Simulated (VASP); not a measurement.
An input for Quantum ESPRESSO's pw.x (written as the equivalent of a VASP run, and not itself run):

```
&CONTROL
  calculation = 'vc-relax'
  pseudo_dir = './pseudo'
  outdir = './out'
  tprnfor = .true.
  tstress = .true.
  nstep = 60
  forc_conv_thr = 0.00078
/
&SYSTEM
  ibrav = 0
  nat = 4
  ntyp = 2
  ecutwfc = 84
  occupations = 'smearing'
  smearing = 'gaussian'
  degauss = 0.003675
  input_dft = 'pbe'
/
&ELECTRONS
  conv_thr = 7.3e-08
  electron_maxstep = 100
/
&IONS
/
&CELL
/
ATOMIC_SPECIES
  Zn 65.380 Zn.upf
  S 32.060 S.upf
CELL_PARAMETERS angstrom
     3.8486018    0.0000000    0.0000000
    -1.9243009    3.3329869    0.0000000
     0.0000000    0.0000000    6.3042747
ATOMIC_POSITIONS crystal
  Zn   0.3333330  0.6666670  0.0001176
  Zn   0.6666670  0.3333330  0.5001176
  S    0.3333330  0.6666670  0.3748824
  S    0.6666670  0.3333330  0.8748824
K_POINTS automatic
  6 6 3 0 0 0
```

Write the VASP files for the same calculation (PBE).

One answer among several that fit: 
File KPOINTS:
```
kpoints
0
gamma
 6 6 3
```

INCAR:
```
ALGO = Normal
EDIFF = 1E-6
EDIFFG = -0.02
ENCUT = 480
GGA = PE
IBRION = 2
ISIF = 3
ISMEAR = 0
LASPH = .TRUE.
LCHARG = .FALSE.
LMAXMIX = 4
LREAL = .FALSE.
LWAVE = .FALSE.
NELM = 100
NSW = 60
PREC = Accurate
SIGMA = 0.05
SYSTEM = ZnS
```

### POSCAR
```
ZnS
1.0
  3.8486018397   0.0000000000   0.0000000000
 -1.9243009198   3.3329869188   0.0000000000
  0.0000000000   0.0000000000   6.3042747432
Zn S
2 2
Cartesian
 -0.0000019243   2.2219923902   0.0007412610
  1.9243028442   1.1109945286   3.1528786326
 -0.0000019243   2.2219923902   2.3633617677
  1.9243028442   1.1109945286   5.5154991393
```

POTCAR, in this order: Zn S (PBE.64 set). Program: vasp_std.

The two are equivalent in intent, not identical: the potentials are each code's own (VASP's PAW set, PseudoDojo norm-conserving files in pw.x), so ENCUT and ecutwfc are chosen apart and not converted; conv_thr bounds pw.x's estimated SCF error, while EDIFF bounds the energy change between steps; forc_conv_thr acts on force components and is met together with etot_conv_thr.

The compound is ZnS in the wurtzite structure, the high-temperature form. It was relaxed first. The start is the result of an earlier pass.
